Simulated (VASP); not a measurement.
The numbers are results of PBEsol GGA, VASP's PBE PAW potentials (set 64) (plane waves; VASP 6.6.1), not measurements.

VASP input:

**POSCAR**
```
TlI
1
    4.1338023872     0.0000000000    -0.0000000000
    0.0000000000     4.1338023872     0.0000000000
   -0.0000000000     0.0000000000     4.1338023872
Tl I
1 1
Direct
  0.0000000000   0.0000000000   0.0000000000
  0.5000000000   0.5000000000   0.5000000000
```

KPOINTS:
```
Automatic mesh
0
Gamma
7 7 7
0 0 0
```

**INCAR**
```
SYSTEM = TlI
PREC = Accurate; ENCUT = 400; LREAL = .False.
LASPH = .True.
EDIFF = 1E-7; NELM = 100; ALGO = Normal
LMAXMIX = 4
ISMEAR = -5
GGA = PS
ISIF = 2
LWAVE = .False.; LCHARG = .True.; LORBIT = 11
NEDOS = 601
```

POTCAR, in this order: Tl_d I (PBE.64 set). Program: vasp_std.

**Question.** What does the run give for the energy per atom (σ→0)?

**Answer.** 
* **energy per atom (σ→0)**: -2.760 eV/atom

**OSZICAR**
```
...
DAV:   7    -0.552071823508E+01    0.14218E-01   -0.98326E-02   626   0.167E+00    0.823E-01
DAV:   8    -0.552093753593E+01   -0.21930E-03   -0.12568E-02   578   0.873E-01    0.166E-01
DAV:   9    -0.552072461440E+01    0.21292E-03   -0.10452E-03   632   0.265E-01    0.441E-02
DAV:  10    -0.552076083642E+01   -0.36222E-04   -0.12287E-04   626   0.665E-02    0.258E-02
DAV:  11    -0.552076776068E+01   -0.69243E-05   -0.15349E-05   596   0.328E-02    0.774E-03
DAV:  12    -0.552076705647E+01    0.70422E-06   -0.31971E-06   608   0.119E-02    0.435E-03
DAV:  13    -0.552076705939E+01   -0.29238E-08   -0.31731E-07   606   0.332E-03
   1 F= -.55207671E+01 E0= -.55207671E+01  d E =0.000000E+00
```

The structure comes from a computed database's TlI entry (Pm-3m); how it stands against other phases isn't given here. It was relaxed first, which changed the volume by -7 %.
